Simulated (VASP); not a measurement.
VASP input:

POSCAR:
```
PbF2
1
    0.0000000000     2.8908785948     2.8908785948
    2.8908785948     0.0000000000     2.8908785948
    2.8908785948     2.8908785948     0.0000000000
Pb F
1 2
Direct
  0.0000000000   0.0000000000   0.0000000000
  0.2500000000   0.2500000000   0.2500000000
  0.7500000000   0.7500000000   0.7500000000
```

KPOINTS:
```
Regular mesh
0
gamma
 7 7 7
0 0 0
```

**INCAR**
```
ALGO = Normal
EDIFF = 1E-6
EDIFFG = -0.02
ENCUT = 620
GGA = PS
IBRION = 2
ISIF = 3
ISMEAR = 0
LASPH = T
LCHARG = F
LMAXMIX = 4
LREAL = F
LWAVE = F
NELM = 100
NSW = 40
PREC = Accurate
PSTRESS = 100
SIGMA = 0.05
SYSTEM = PbF2
```

POTCAR, in this order: Pb_d F (PBE.64 set). Program: vasp_std.

Q: Translate this PBEsol calculation to Ansatz.

A: One equivalent input (not run):
Ansatz 0.2 input:
```yaml
crystal:
  lattice:
    - [0.0000000, 2.8908786, 2.8908786]
    - [2.8908786, 0.0000000, 2.8908786]
    - [2.8908786, 2.8908786, 0.0000000]
  atoms:
    - { symbol: Pb, position: [0.0000000, 0.0000000, 0.0000000] }
    - { symbol: F, position: [0.2500000, 0.2500000, 0.2500000] }
    - { symbol: F, position: [0.7500000, 0.7500000, 0.7500000] }
kpoints:
  mp_grid: { grid: [7, 7, 7] }
hamiltonian:
  xc: pbesol
  pseudopotentials: { kind: paw }
scf:
  occupations: { method: gaussian, width: 0.05 }
  max_iter: 100
relax:
  max_steps: 40
  f_tol: 0.02
  cell: { p_target: 10 }
output: { forces: true, stress: true, eigenvalues: true }
```
Limits of the translation: each code has its own PAW files, so the cut-off isn't converted (ENCUT is set for VASP's; basis.ecutwfc is left out, and Ansatz then takes the one that its files recommend); Ansatz stops its SCF on the density residual and VASP on the energy change (EDIFF).

The compound is PbF2 in the fluorite structure, the β form. This run relaxes it under an external pressure of 10 GPa. Symmetry was kept, so distortions that lower it aren't found.
